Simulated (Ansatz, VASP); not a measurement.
# Pd (Pd wire along [111], 19 atoms a period): VASP beside Ansatz, part 2 of 3

One calculation is typed for both programs; each brings its own data sets. How far apart do they land? Of the first pair: The structure shown is the start of the Ansatz relaxation below; VASP solves that cell, so the two are compared at the walk's first step.

VASP 6.6.1 and Ansatz 0.2.0.

So far: The structure; Ansatz: relaxation, PBE.

**3. VASP: single point, PBE, start cell, pair 1**

Level of this step: PBE; plane waves and PAW (Pd) (VASP).

The same cell, functional, mesh and smearing now go to VASP, with its own data sets.

Lines of VASP's logs that name or quote its potential files are left out, and so is its time.

INCAR reads:

```
SYSTEM = Pd
PREC = Accurate
ENCUT = 400
EDIFF = 1E-06
NELM = 120
ISMEAR = -1
SIGMA = 0.05
LREAL = .FALSE.
ALGO = Normal
GGA = PE
NBANDS = 117
LASPH = .TRUE.
LORBIT = 11
LWAVE = .FALSE.
LCHARG = .FALSE.
ISIF = 2
GGA_COMPAT = .FALSE.
KPAR = 4
```

POSCAR reads:

```
Pd
1.0
   12.3720000000      0.0000000000      0.0000000000
    0.0000000000     13.2340000000      0.0000000000
    0.0000000000      0.0000000000      6.8242800000
Pd
19
Direct
    0.3874070482      0.3176857337      0.0000000000
    0.5000000000      0.5000000000      0.0000000000
    0.6125929518      0.3176857337      0.0000000000
    0.7251859845      0.5000000000      0.0000000000
    0.2748140155      0.6215428442      0.3333333333
    0.3874070482      0.4392285779      0.3333333333
    0.5000000000      0.6215428442      0.3333333333
    0.5000000000      0.2569142361      0.3333333333
    0.6125929518      0.4392285779      0.3333333333
    0.7251859845      0.6215428442      0.3333333333
    0.2748140155      0.3784571558      0.6666666667
    0.3874070482      0.5607714221      0.6666666667
    0.5000000000      0.3784571558      0.6666666667
    0.5000000000      0.7430857639      0.6666666667
    0.6125929518      0.5607714221      0.6666666667
    0.7251859845      0.3784571558      0.6666666667
    0.2748140155      0.5000000000      0.0000000000
    0.3874070482      0.6823142663      0.0000000000
    0.6125929518      0.6823142663      0.0000000000
```

KPOINTS reads:

```
Automatic mesh
0
Gamma
1 1 12
0 0 0
```

The projector-augmented-wave data sets are Pd (PBE family, release 64).

Launch:

```
$ mpirun -np 4 vasp_std
```

Numbers of over 12 decimals in the logs are rounded to 6 here.

The log of the run:

```text
[banner, memory and clock lines left out]
running    4 mpi-ranks, on    1 nodes
 distrk:  each k-point on    1 cores,    4 groups
 distr:  one band on    1 cores,    1 groups

 POSCAR found type information on POSCAR Pd
 POSCAR found :  1 types and      19 ions
|                                                                             |
|               ----> ADVICE to this user running VASP <----                  |
|                                                                             |
|     You have a (more or less) 'large supercell' and for larger cells it     |
|     might be more efficient to use real-space projection operators.         |
|     Therefore, try LREAL= Auto in the INCAR file.                           |
|     Mind: For very accurate calculation, you might also keep the            |
|     reciprocal projection scheme (i.e. LREAL=.FALSE.).                      |
|                                                                             |

 LDA part: xc-table for (Slater+PW92), standard interpolation
 POSCAR, INCAR and KPOINTS ok, starting setup
 FFT: planning ... GRIDC
 FFT: planning ... GRID_SOFT
 FFT: planning ... GRID
 WAVECAR not read
 entering main loop
       N       E                     dE             d eps       ncg     rms          rms(c)
DAV:   1     0.106101897302E+04    0.10610E+04   -0.67904E+04  1638   0.108E+03
DAV:   2     0.234633048829E+01   -0.10587E+04   -0.97368E+03  1940   0.238E+02
DAV:   3    -0.834119633694E+02   -0.85758E+02   -0.76044E+02  1948   0.615E+01
DAV:   4    -0.869887842259E+02   -0.35768E+01   -0.33563E+01  1978   0.122E+01
DAV:   5    -0.870821816217E+02   -0.93397E-01   -0.93268E-01  1983   0.219E+00    0.204E+01
DAV:   6    -0.830944239427E+02    0.39878E+01   -0.10848E+01  1691   0.101E+01    0.109E+01
DAV:   7    -0.860733124089E+02   -0.29789E+01   -0.10002E+01  1726   0.167E+01    0.239E+01
DAV:   8    -0.831757064655E+02    0.28976E+01   -0.89286E+00  1734   0.123E+01    0.942E+00
DAV:   9    -0.825606774486E+02    0.61503E+00   -0.27159E+00  1780   0.899E+00    0.563E+00
DAV:  10    -0.823206632241E+02    0.24001E+00   -0.77019E-01  1698   0.507E+00    0.388E+00
DAV:  11    -0.822367010283E+02    0.83962E-01   -0.35391E-01  1765   0.321E+00    0.326E+00
DAV:  12    -0.821290677747E+02    0.10763E+00   -0.12595E-01  1778   0.195E+00    0.174E+00
DAV:  13    -0.821206762177E+02    0.83916E-02   -0.15660E-02  1855   0.485E-01    0.154E+00
DAV:  14    -0.820944852397E+02    0.26191E-01   -0.42824E-02  2021   0.110E+00    0.914E-01
[...]
DAV:  22    -0.820873026812E+02   -0.90872E-03   -0.22983E-04  1769   0.614E-02    0.216E-02
DAV:  23    -0.820878673368E+02   -0.56466E-03   -0.46251E-05  1702   0.238E-02    0.232E-02
DAV:  24    -0.820882452496E+02   -0.37791E-03   -0.41582E-05  1710   0.242E-02    0.122E-02
DAV:  25    -0.820883891783E+02   -0.14393E-03   -0.16024E-05  1742   0.915E-03    0.146E-02
DAV:  26    -0.820884085461E+02   -0.19368E-04   -0.50695E-06  1607   0.921E-03    0.412E-03
DAV:  27    -0.820884106469E+02   -0.21008E-05   -0.32018E-06  1442   0.661E-03    0.601E-03
DAV:  28    -0.820884116906E+02   -0.10437E-05   -0.90377E-07  1016   0.474E-03    0.136E-03
DAV:  29    -0.820884122590E+02   -0.56836E-06   -0.18883E-07  1037   0.108E-03
   1 F= -.82088412E+02 E0= -.81835788E+02  d E =-.505249E+00
```

Parts of OUTCAR (step 3):

```text
ion  position               nearest neighbor table
   1  0.387  0.318  0.000-   3 2.79   2 2.79  13 2.79   6 2.79  17 2.79   8 2.79  11 2.79
   2  0.500  0.500  0.000-   3 2.79  19 2.79  18 2.79   1 2.79   9 2.79  15 2.79  12 2.79   6 2.79
                            13 2.79   7 2.79   4 2.79  17 2.79
   3  0.613  0.318  0.000-   1 2.79   2 2.79  13 2.79   9 2.79   4 2.79   8 2.79  16 2.79
   4  0.725  0.500  0.000-  10 2.79  16 2.79   3 2.79  19 2.79   9 2.79  15 2.79   2 2.79
   5  0.275  0.622  0.333-  17 2.79   6 2.79  18 2.79  12 2.79   7 2.79
   6  0.387  0.439  0.333-   9 2.79   7 2.79   2 2.79  13 2.79   1 2.79  12 2.79   5 2.79  17 2.79
                            11 2.79   8 2.79
   7  0.500  0.622  0.333-   9 2.79   6 2.79  19 2.79  18 2.79  15 2.79  12 2.79   2 2.79   5 2.79
                            10 2.79  14 2.79
   8  0.500  0.257  0.333-   3 2.79   1 2.79   9 2.79   6 2.79  13 2.79
   9  0.613  0.439  0.333-   6 2.79   7 2.79   2 2.79  13 2.79   3 2.79  15 2.79  10 2.79   4 2.79
                            16 2.79   8 2.79
  10  0.725  0.622  0.333-   4 2.79   9 2.79  19 2.79  15 2.79   7 2.79
  11  0.275  0.378  0.667-  17 2.79  12 2.79   1 2.79   6 2.79  13 2.79
  12  0.387  0.561  0.667-  15 2.79  13 2.79   2 2.79   7 2.79  18 2.79   6 2.79  11 2.79  17 2.79
                             5 2.79  14 2.79
  13  0.500  0.378  0.667-  15 2.79  12 2.79   3 2.79   1 2.79   9 2.79   6 2.79   2 2.79  11 2.79
                            16 2.79   8 2.79
  14  0.500  0.743  0.667-  19 2.79  18 2.79  15 2.79  12 2.79   7 2.79
  15  0.613  0.561  0.667-  12 2.79  13 2.79   2 2.79   7 2.79  19 2.79   9 2.79  16 2.79   4 2.79
                            10 2.79  14 2.79
  16  0.725  0.378  0.667-   4 2.79  15 2.79   3 2.79   9 2.79  13 2.79
  17  0.275  0.500  0.000-   5 2.79  11 2.79   1 2.79  18 2.79  12 2.79   6 2.79   2 2.79
  18  0.387  0.682  0.000-  19 2.79   2 2.79   7 2.79  12 2.79  17 2.79  14 2.79   5 2.79
  19  0.613  0.682  0.000-  18 2.79   2 2.79   7 2.79  15 2.79   4 2.79  14 2.79  10 2.79

  LATTYP: Found a simple orthorhombic cell.
 ALAT       =     6.8242800000
 B/A-ratio  =     1.8129385078
 C/A-ratio  =     1.9392521995

 Subroutine GETGRP returns: Found  4 space group operations
 (whereof  4 operations were pure point group operations)

The static configuration has the point symmetry C_2h.

 Found      7 irreducible k-points:

   k-points           NKPTS =      7   k-points in BZ     NKDIM =      7   number of bands    NBANDS=    117

   dimension x,y,z NGX =    84 NGY =   90 NGZ =   48
   dimension x,y,z NGXF=   168 NGYF=  180 NGZF=   96

   ENCUT  =  400.0 eV  29.40 Ry    5.42 a.u.  20.18 21.58 11.13*2*pi/ulx,y,z

   NELECT =     190.0000    total number of electrons

 k-points in reciprocal lattice and weights: Automatic mesh
   0.00000000  0.00000000  0.00000000       0.083
   0.00000000  0.00000000  0.08333333       0.167
   0.00000000  0.00000000  0.16666667       0.167
   0.00000000  0.00000000  0.25000000       0.167
   0.00000000  0.00000000  0.33333333       0.167
   0.00000000  0.00000000  0.41666667       0.167
   0.00000000  0.00000000  0.50000000       0.083

 average (electrostatic) potential at core
       1 -80.5643       2 -81.4227       3 -80.5643       4 -80.5631       5 -80.3398
       6 -81.0251       7 -81.0237       8 -80.3422       9 -81.0251      10 -80.3398
      11 -80.3398      12 -81.0251      13 -81.0237      14 -80.3422      15 -81.0251
      16 -80.3398      17 -80.5631      18 -80.5643      19 -80.5643

 E-fermi :  -1.0613

 k-point     1 :       0.0000    0.0000    0.0000
  band No.  band energies     occupation
    ...
     93      -1.1381      1.64549
     94      -1.1372      1.64032
     95      -1.0959      1.33301
     96      -1.0952      1.32617
     97      -1.0838      1.22086
     98      -0.9835      0.34834
     99      -0.5504      0.00007
    100      -0.4908      0.00002
    101      -0.4454      0.00001
    102      -0.3793      0.00000
    ...

 k-point     2 :       0.0000    0.0000    0.0833
  band No.  band energies     occupation
    ...
     93      -1.1112      1.46106
     94      -1.1100      1.45165
     95      -1.0914      1.29204
     96      -1.0909      1.28704
     97      -1.0671      1.05796
     98      -0.9974      0.43580
     99      -0.7808      0.00729
    100      -0.5450      0.00007
    101      -0.4871      0.00002
    102      -0.1085      0.00000
    ...

 k-point     3 :       0.0000    0.0000    0.1667
  band No.  band energies     occupation
    ...
     95      -1.0565      0.95161
     96      -1.0557      0.94387
     97      -1.0453      0.84128
     98      -1.0353      0.74548
     99      -1.0249      0.65066
    100      -0.5357      0.00005
    101      -0.4838      0.00002
    102      -0.0379      0.00000
    103       0.3567      0.00000
    104       0.3730      0.00000
    ...

  Total      -13.2861161    -13.5872813    -21.8029683      0.0000000     -0.0108943      0.0000000
  in kB      -19.0511302    -19.4829749    -31.2635525      0.0000000     -0.0156215      0.0000000
  external PRESSURE =     -23.2658859 kB  Pullay stress =       0.0000000 kB

  energy-cutoff  :      400.00
  volume of cell :     1117.35
      direct lattice vectors                 reciprocal lattice vectors
    12.372000000  0.000000000  0.000000000     0.080827675  0.000000000  0.000000000
     0.000000000 13.234000000  0.000000000     0.000000000  0.075562944  0.000000000
     0.000000000  0.000000000  6.824280000     0.000000000  0.000000000  0.146535605

 POSITION                                       TOTAL-FORCE (eV/Angst)
 -----------------------------------------------------------------------------------
      4.79300      4.20425      0.00000         0.246707      0.433053      0.001290
      6.18600      6.61700      0.00000         0.000000      0.000000      0.000000
      7.57900      4.20425      0.00000        -0.246707      0.433053      0.001290
      8.97200      6.61700      0.00000        -0.503270      0.000000      0.000000
      3.40000      8.22550      2.27476         0.937894     -0.539284     -0.177245
      4.79300      5.81275      2.27476        -0.353084     -0.200290      0.012920
      6.18600      8.22550      2.27476         0.000000      0.398747      0.013708
      6.18600      3.40000      2.27476         0.000000      1.079868     -0.176816
      7.57900      5.81275      2.27476         0.353084     -0.200290      0.012920
      8.97200      8.22550      2.27476        -0.937894     -0.539284     -0.177245
      3.40000      5.00850      4.54952         0.937894      0.539284      0.177245
      4.79300      7.42125      4.54952        -0.353084      0.200290     -0.012920
      6.18600      5.00850      4.54952         0.000000     -0.398747     -0.013708
      6.18600      9.83400      4.54952         0.000000     -1.079868      0.176816
      7.57900      7.42125      4.54952         0.353084      0.200290     -0.012920
      8.97200      5.00850      4.54952        -0.937894      0.539284      0.177245
      3.40000      6.61700      0.00000         0.503270      0.000000      0.000000
      4.79300      9.02975      0.00000         0.246707     -0.433053     -0.001290
      7.57900      9.02975      0.00000        -0.246707     -0.433053     -0.001290
 -----------------------------------------------------------------------------------
    total drift:                                0.000000     -0.000000      0.000000

  FREE ENERGIE OF THE ION-ELECTRON SYSTEM (eV)
  ---------------------------------------------------
  free  energy   TOTEN  =       -82.0884122590 eV

  energy  without entropy=      -81.5831634670  energy(sigma->0) =      -81.83578786

 total charge
# of ion       s       p       d       tot
------------------------------------------
    1        0.405   0.243   8.536   9.185
    2        0.452   0.441   8.400   9.293
    3        0.405   0.243   8.536   9.185
    4        0.406   0.243   8.536   9.185
    5        0.380   0.157   8.599   9.137
    6        0.452   0.371   8.438   9.261
    7        0.452   0.371   8.438   9.261
    8        0.379   0.157   8.599   9.136
    9        0.452   0.371   8.438   9.261
   10        0.380   0.157   8.599   9.137
   11        0.380   0.157   8.599   9.137
   12        0.452   0.371   8.438   9.261
   13        0.452   0.371   8.438   9.261
   14        0.379   0.157   8.599   9.136
   15        0.452   0.371   8.438   9.261
   16        0.380   0.157   8.599   9.137
   17        0.406   0.243   8.536   9.185
   18        0.405   0.243   8.536   9.185
   19        0.405   0.243   8.536   9.185
--------------------------------------------------
tot          7.874   5.070 161.843 174.786

[... 3 further parts left out ...]
```

**4. Differences**

Known differences besides the potentials themselves: the data sets hold 342 valence electrons in Ansatz (on its PAW soft_1 files) and 190 in VASP; the cutoff is 420 eV in Ansatz and 400 eV in VASP. Total energies have different zeros and are not compared.

Forces on 9 of the 19 atoms, those with the largest forces and the largest differences (eV/Å; atoms numbered as in POSCAR):

| atom | Ansatz x, y, z | VASP x, y, z |
| --- | --- | --- |
| Pd3 | -0.241, 0.424, 0.001 | -0.247, 0.433, 0.001 |
| Pd4 | -0.492, 0.000, 0.000 | -0.503, 0.000, 0.000 |
| Pd5 | 0.930, -0.535, -0.176 | 0.938, -0.539, -0.177 |
| Pd8 | 0.000, 1.071, -0.176 | 0.000, 1.080, -0.177 |
| Pd10 | -0.930, -0.535, -0.176 | -0.938, -0.539, -0.177 |
| Pd11 | 0.930, 0.535, 0.176 | 0.938, 0.539, 0.177 |
| Pd14 | 0.000, -1.071, 0.176 | 0.000, -1.080, 0.177 |
| Pd16 | -0.930, 0.535, 0.176 | -0.938, 0.539, 0.177 |
| Pd17 | 0.492, 0.000, 0.000 | 0.503, 0.000, 0.000 |

The forces differ by 5.0 meV/Å r.m.s., which is 1.2 % of the r.m.s. force of 0.412 eV/Å (both taken over all components).

[end of part 2 of 3]

[Lines on the potential files, build, host, timing and source positions are cut from VASP's logs without a mark.]

[Logs are printed without paths, hosts, clocks, repeated set-up lines and the standing remarks that a program may print on its own settings, such as how far it seeks lower states.]

[Hosts, paths, dates, database ids (printed as entryN), source tags and the programs' standing remarks are cut or masked in the printed files.]
